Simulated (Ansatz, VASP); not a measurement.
## Te (Tellurium) in two plane-wave programs

Aim: how closely do two programs agree when they are given the same cell, functional and k mesh? The cell is taken from a series of runs on this material, whose earlier steps may have relaxed, scaled, displaced or heated it; both programs get it as it stands.

Program: Ansatz 0.2.0. Level of theory: plane waves, with VASP 6.6.1 beside it; zone-centre phonons at PBEsol. Results are calculated unless marked as measured.

## Step 1: Starting point

Symmetry: P3_121, No. 152, trigonal system. Conventional cell: a = 4.273 Å, b = 4.273 Å, c = 5.958 Å, α = 90.00°, β = 90.00°, γ = 120.00°. Nearest to Te lie 2 Te at 2.91 Å.

Structure file:

```cif
data_structure
_symmetry_space_group_name_H-M 'P3_121'
_symmetry_Int_Tables_number 152
_cell_length_a 4.2732
_cell_length_b 4.2732
_cell_length_c 5.9584
_cell_angle_alpha 90.000
_cell_angle_beta 90.000
_cell_angle_gamma 120.000
_cell_volume 94.22
loop_
_atom_site_label
_atom_site_type_symbol
_atom_site_symmetry_multiplicity
_atom_site_Wyckoff_symbol
_atom_site_fract_x
_atom_site_fract_y
_atom_site_fract_z
_atom_site_occupancy
Te1 Te 3 a 0.28738 0.00000 0.33333 1
```

## Step 2: VASP: zone-centre phonons, PBEsol

Second derivatives magnify differences that forces hide, and they need a tight electronic threshold.

Lines of VASP's logs that name or quote its potential files are left out, and so is its time.

INCAR reads:

```
SYSTEM = Te
PREC = Accurate
ENCUT = 500
EDIFF = 1E-08
NELM = 120
ISMEAR = 1
SIGMA = 0.2
LREAL = .FALSE.
ALGO = Normal
GGA = PS
NBANDS = 15
LORBIT = 11
LWAVE = .FALSE.
LCHARG = .FALSE.
ISIF = 2
IBRION = 8
LASPH = .TRUE.
GGA_COMPAT = .FALSE.
KPAR = 2
```

POSCAR reads:

```
Te
1.0
    4.2731619047      0.0000000000      0.0000000000
   -2.1365809523      3.7006667639      0.0000000000
    0.0000000000      0.0000000000      5.9583921280
Te
3
Direct
    0.2873800792      0.0000000000      0.3333333333
    0.0000000000      0.2873800792      0.6666666667
    0.7126199208      0.7126199208      0.0000000000
```

KPOINTS reads:

```
Automatic mesh
0
Gamma
12 12 8
0 0 0
```

The projector-augmented-wave data sets are Te (PBE family, release 64).

Launch:

```
mpirun -np 2 vasp_std
```

Numbers of over 12 decimals in the logs are rounded to 6 here.

Output:

```text
[banner, memory and clock lines left out]
running    2 mpi-ranks, on    1 nodes
 distrk:  each k-point on    1 cores,    2 groups
 distr:  one band on    1 cores,    1 groups

 POSCAR found type information on POSCAR Te
 POSCAR found :  1 types and       3 ions
|                                                                             |
|               ----> ADVICE to this user running VASP <----                  |
|                                                                             |
|     You enforced a specific xc type in the INCAR file but a different       |
|     [... a line on the potential file left out ...]
|     I HOPE YOU KNOW WHAT YOU ARE DOING!                                     |
|                                                                             |

 LDA part: xc-table for (Slater+PW92), standard interpolation
 POSCAR, INCAR and KPOINTS ok, starting setup
 FFT: planning ... GRIDC
 FFT: planning ... GRID_SOFT
 FFT: planning ... GRID
 WAVECAR not read
 entering main loop
       N       E                     dE             d eps       ncg     rms          rms(c)
DAV:   1     0.711185212294E+02    0.71119E+02   -0.64804E+03  3930   0.939E+02
DAV:   2    -0.595931025869E+01   -0.77078E+02   -0.73269E+02  5243   0.140E+02
DAV:   3    -0.105200611805E+02   -0.45608E+01   -0.45240E+01  4658   0.386E+01
DAV:   4    -0.105963580810E+02   -0.76297E-01   -0.76280E-01  5644   0.587E+00
DAV:   5    -0.105974825562E+02   -0.11245E-02   -0.11245E-02  5050   0.626E-01    0.140E+01
DAV:   6    -0.105822247242E+02    0.15258E-01   -0.10753E-02  4945   0.629E-01    0.868E+00
DAV:   7    -0.105770139759E+02    0.52107E-02   -0.22162E-02  4560   0.895E-01    0.231E-01
DAV:   8    -0.105766848867E+02    0.32909E-03   -0.37142E-03  4532   0.351E-01    0.111E-01
DAV:   9    -0.105766971000E+02   -0.12213E-04   -0.99689E-05  5685   0.683E-02    0.760E-02
DAV:  10    -0.105766980372E+02   -0.93719E-06   -0.98413E-06  4901   0.204E-02    0.920E-03
DAV:  11    -0.105766965741E+02    0.14631E-05   -0.35902E-06  4917   0.113E-02    0.367E-03
DAV:  12    -0.105766966706E+02   -0.96472E-07   -0.33027E-07  5281   0.344E-03    0.181E-03
DAV:  13    -0.105766966670E+02    0.35441E-08   -0.42987E-08  4875   0.131E-03
   1 F= -.10576697E+02 E0= -.10577803E+02  d E =0.331797E-02
 Linear response reoptimize wavefunctions to high precision
DAV:   1    -0.105766966708E+02   -0.38116E-08   -0.32488E-09  4577   0.344E-04
DAV:   2    -0.105766966709E+02   -0.48885E-10   -0.47578E-10  2840   0.134E-04
 Linear response DOF=           3
 Linear response progress:
  Degree of freedom:   1/  3
       N       E                     dE             d eps       ncg     rms          rms(c)
RMM:   1    -0.458025776235E-01   -0.45803E-01    0.36914E-02 21825   0.105E+00
RMM:   2    -0.443629808310E-01    0.14396E-02   -0.23371E-03 15037   0.277E-01    0.964E-02
RMM:   3    -0.442974988284E-01    0.65482E-04   -0.82250E-05 15901   0.575E-02    0.671E-02
RMM:   4    -0.442378833312E-01    0.59615E-04   -0.21570E-05 16206   0.243E-02    0.141E-02
RMM:   5    -0.442425081294E-01   -0.46248E-05   -0.66055E-07 16401   0.535E-03    0.681E-03
RMM:   6    -0.442508531261E-01   -0.83450E-05   -0.27801E-07 16159   0.243E-03    0.140E-03
RMM:   7    -0.442499891853E-01    0.86394E-06    0.59356E-08 16578   0.650E-04    0.446E-04
RMM:   8    -0.442490015673E-01    0.98762E-06    0.66071E-08 16338   0.231E-04    0.122E-04
RMM:   9    -0.442491076007E-01   -0.10603E-06   -0.14694E-07 17099   0.593E-05    0.635E-05
RMM:  10    -0.442491013877E-01    0.62130E-08   -0.19136E-08 16680   0.257E-05    0.213E-05
 first order change of Fermi-energy   0.32986E+00
 force on displaced ion       1 direction 1 :  -2.587   0.000   0.000
 Linear response progress:
  Degree of freedom:   2/  3
       N       E                     dE             d eps       ncg     rms          rms(c)
RMM:   1    -0.467989159945E-01   -0.46799E-01    0.31712E-02 39899   0.104E+00
RMM:   2    -0.455111558873E-01    0.12878E-02   -0.23876E-03 27366   0.275E-01    0.753E-02
RMM:   3    -0.453821325137E-01    0.12902E-03   -0.10101E-04 28741   0.602E-02    0.507E-02
RMM:   4    -0.453026395730E-01    0.79493E-04   -0.33251E-05 29189   0.276E-02    0.144E-02
RMM:   5    -0.453113850532E-01   -0.87455E-05   -0.12427E-06 29631   0.658E-03    0.755E-03
RMM:   6    -0.453242593869E-01   -0.12874E-04   -0.35594E-07 29606   0.228E-03    0.103E-03
RMM:   7    -0.453239377349E-01    0.32165E-06    0.81696E-08 30450   0.470E-04    0.565E-04
RMM:   8    -0.453234610295E-01    0.47671E-06    0.76937E-08 30125   0.184E-04    0.900E-05
RMM:   9    -0.453235410744E-01   -0.80045E-07   -0.63870E-08 31068   0.467E-05    0.188E-05
RMM:  10    -0.453235206978E-01    0.20377E-07   -0.20733E-08 30715   0.200E-05    0.399E-06
RMM:  11    -0.453235326100E-01   -0.11912E-07   -0.21289E-08 31402   0.101E-05    0.326E-06
RMM:  12    -0.453235334827E-01   -0.87274E-09    0.37231E-09 25466   0.744E-06    0.441E-07
 first order change of Fermi-energy   0.62063E-04
 force on displaced ion       1 direction 2 :  -0.000  -2.347  -0.388
 Linear response progress:
  Degree of freedom:   3/  3
       N       E                     dE             d eps       ncg     rms          rms(c)
RMM:   1    -0.578187155446E-01   -0.57819E-01    0.46437E-02 42236   0.108E+00
RMM:   2    -0.550312641368E-01    0.27875E-02   -0.29901E-03 27543   0.302E-01    0.260E-01
RMM:   3    -0.547590779873E-01    0.27219E-03   -0.53942E-04 28632   0.964E-02    0.181E-01
RMM:   4    -0.547249204234E-01    0.34158E-04   -0.15370E-05 29097   0.240E-02    0.896E-02
RMM:   5    -0.547210109256E-01    0.39095E-05   -0.53914E-06 29618   0.138E-02    0.418E-03
RMM:   6    -0.547240308578E-01   -0.30199E-05   -0.26497E-07 29783   0.288E-03    0.274E-03
RMM:   7    -0.547268772990E-01   -0.28464E-05   -0.22535E-07 29651   0.121E-03    0.559E-04
RMM:   8    -0.547268105073E-01    0.66792E-07   -0.33817E-08 30572   0.313E-04    0.270E-04
RMM:   9    -0.547270144842E-01   -0.20398E-06   -0.13641E-07 29542   0.142E-04    0.491E-05
RMM:  10    -0.547271313113E-01   -0.11683E-06   -0.14337E-07 31405   0.430E-05    0.119E-05
RMM:  11    -0.547271477055E-01   -0.16394E-07   -0.80858E-09 31153   0.162E-05    0.418E-06
RMM:  12    -0.547271432538E-01    0.44517E-08    0.52498E-10 30183   0.897E-06    0.125E-06
 first order change of Fermi-energy   0.28198E-04
 force on displaced ion       1 direction 3 :  -0.002  -0.391  -4.944
 Linear response finished
```

OUTCAR, selected parts (step 2):

```text
ion  position               nearest neighbor table
   1  0.287  0.000  0.333-   3 2.91   2 2.91   3 3.31   3 3.31   2 3.31   2 3.31
   2  0.000  0.287  0.667-   3 2.91   1 2.91   3 3.31   3 3.31   1 3.31   1 3.31
   3  0.713  0.713  0.000-   2 2.91   1 2.91   1 3.31   2 3.31   1 3.31   2 3.31

  LATTYP: Found a hexagonal cell.
 ALAT       =     4.2731619047
 C/A-ratio  =     1.3943754674

 Subroutine GETGRP returns: Found  6 space group operations
 (whereof  2 operations were pure point group operations)

The static configuration has the point symmetry C_2 .
 The point group associated with its full space group is D_3 .

 Found    131 irreducible k-points:

   k-points           NKPTS =    131   k-points in BZ     NKDIM =    131   number of bands    NBANDS=     15

   dimension x,y,z NGX =    32 NGY =   32 NGZ =   48
   dimension x,y,z NGXF=    64 NGYF=   64 NGZF=   96

   ENCUT  =  500.0 eV  36.75 Ry    6.06 a.u.   7.79  7.79 10.86*2*pi/ulx,y,z

   NELECT =      18.0000    total number of electrons

 k-points in reciprocal lattice and weights: Automatic mesh
   0.00000000  0.00000000  0.00000000       0.001
   0.08333333 -0.00000000  0.00000000       0.005
   0.16666667  0.00000000  0.00000000       0.005
   0.25000000  0.00000000  0.00000000       0.005
   0.33333333 -0.00000000  0.00000000       0.005
   0.41666667 -0.00000000  0.00000000       0.005
   0.50000000  0.00000000  0.00000000       0.003
   0.08333333  0.08333333  0.00000000       0.005
   0.16666667  0.08333333  0.00000000       0.010
[...]
0.33333333  0.25000000  0.50000000       0.010
   0.33333333  0.33333333  0.50000000       0.002

 average (electrostatic) potential at core
       1 -88.0269       2 -88.0269       3 -88.0269

  Total        0.4500818      0.4500818      0.4647419      0.0000000      0.0000000     -0.0000000
  in kB        7.6532096      7.6532096      7.9024915      0.0000000      0.0000000     -0.0000000
  external PRESSURE =       7.7363035 kB  Pullay stress =       0.0000000 kB

  energy-cutoff  :      500.00
  volume of cell :       94.22
      direct lattice vectors                 reciprocal lattice vectors
     4.273161905  0.000000000  0.000000000     0.234018748  0.135110787  0.000000000
    -2.136580952  3.700666764  0.000000000     0.000000000  0.270221575  0.000000000
     0.000000000  0.000000000  5.958392128     0.000000000  0.000000000  0.167830512

 POSITION                                       TOTAL-FORCE (eV/Angst)
 -----------------------------------------------------------------------------------
      1.22802      0.00000      1.98613         0.017951     -0.000000     -0.000000
     -0.61401      1.06350      3.97226        -0.008976      0.015546     -0.000000
      1.52257      2.63717      0.00000        -0.008976     -0.015546      0.000000
 -----------------------------------------------------------------------------------
    total drift:                               -0.000000     -0.000000      0.000000

 Eigenvectors and eigenvalues of the dynamical matrix
 ----------------------------------------------------

   1 f  =    3.808844 THz    23.931671 2PiTHz  127.049350 cm-1    15.752105 meV
             X         Y         Z           dx          dy          dz
      1.228022  0.000000  1.986131    -0.054643    0.093618    0.692547
     -0.614011  1.063498  3.972261     0.108398    0.000557   -0.696506
      1.522570  2.637169  0.000000    -0.053717   -0.094110    0.003960

   2 f  =    3.808844 THz    23.931671 2PiTHz  127.049350 cm-1    15.752105 meV
             X         Y         Z           dx          dy          dz
      1.228022  0.000000  1.986131    -0.093575   -0.054669   -0.404414
     -0.614011  1.063498  3.972261    -0.000514    0.108373   -0.397556
      1.522570  2.637169  0.000000     0.094153   -0.053742    0.801970

   3 f  =    2.937295 THz    18.455571 2PiTHz   97.977625 cm-1    12.147672 meV
             X         Y         Z           dx          dy          dz
      1.228022  0.000000  1.986131     0.577350    0.000000   -0.000000
     -0.614011  1.063498  3.972261    -0.288675    0.500000   -0.000000
      1.522570  2.637169  0.000000    -0.288675   -0.500000    0.000000

   4 f  =    2.693212 THz    16.921948 2PiTHz   89.835872 cm-1    11.138224 meV
             X         Y         Z           dx          dy          dz
      1.228022  0.000000  1.986131     0.000000    0.577350   -0.000071
     -0.614011  1.063498  3.972261    -0.500000   -0.288675   -0.000071
      1.522570  2.637169  0.000000     0.500000   -0.288675   -0.000071

   5 f  =    2.435225 THz    15.300973 2PiTHz   81.230377 cm-1    10.071279 meV
             X         Y         Z           dx          dy          dz
      1.228022  0.000000  1.986131    -0.398474   -0.403487    0.109090
     -0.614011  1.063498  3.972261    -0.150440    0.546900    0.038707
      1.522570  2.637169  0.000000     0.548602   -0.143098   -0.147797

   6 f  =    2.435225 THz    15.300973 2PiTHz   81.230377 cm-1    10.071279 meV
             X         Y         Z           dx          dy          dz
      1.228022  0.000000  1.986131    -0.403697    0.398267   -0.107678
     -0.614011  1.063498  3.972261     0.546690    0.150232    0.148314
      1.522570  2.637169  0.000000    -0.143308   -0.548810   -0.040635

   7 f/i=    0.000332 THz     0.002088 2PiTHz    0.011087 cm-1     0.001375 meV
             X         Y         Z           dx          dy          dz
      1.228022  0.000000  1.986131    -0.000000   -0.000071   -0.577350
     -0.614011  1.063498  3.972261     0.000062    0.000036   -0.577350
      1.522570  2.637169  0.000000    -0.000062    0.000036   -0.577350

   8 f/i=    0.000645 THz     0.004054 2PiTHz    0.021521 cm-1     0.002668 meV
             X         Y         Z           dx          dy          dz
      1.228022  0.000000  1.986131    -0.208899   -0.538344    0.000069
     -0.614011  1.063498  3.972261    -0.209089   -0.538191   -0.000058
      1.522570  2.637169  0.000000    -0.208862   -0.538103   -0.000011

   9 f/i=    0.000645 THz     0.004054 2PiTHz    0.021521 cm-1     0.002668 meV
             X         Y         Z           dx          dy          dz
      1.228022  0.000000  1.986131     0.538082   -0.209001    0.000027
     -0.614011  1.063498  3.972261     0.538234   -0.208811    0.000046
      1.522570  2.637169  0.000000     0.538322   -0.209038   -0.000073

 ELASTIC MODULI CONTR FROM IONIC RELAXATION (kBar)
 Direction    XX          YY          ZZ          XY          YZ          ZX
 --------------------------------------------------------------------------------
 XX        -185.7020    -58.4359   -154.9992     -0.0000    -98.6548     -0.0000
 YY         -58.4359   -185.7020   -154.9992     -0.0000     98.6548      0.0000
 ZZ        -154.9992   -154.9992   -196.8128     -0.0000      0.0000     -0.0000
 XY          -0.0000     -0.0000     -0.0000    -63.8609      0.0000    -96.8398
 YZ         -98.6548     98.6548     -0.0000      0.0000   -165.2013     -0.0000
 ZX          -0.0000      0.0000     -0.0000    -96.8398     -0.0000   -159.6484
 --------------------------------------------------------------------------------
```

(Part 1 of 2 ends here.)

[Lines on the potential files, build, host, timing and source positions are cut from VASP's logs without a mark.]

[Logs are printed without paths, hosts, clocks, repeated set-up lines and the standing remarks that a program may print on its own settings, such as how far it seeks lower states.]

[Hosts, paths, dates, database ids (printed as entryN), source tags and the programs' standing remarks are cut or masked in the printed files.]
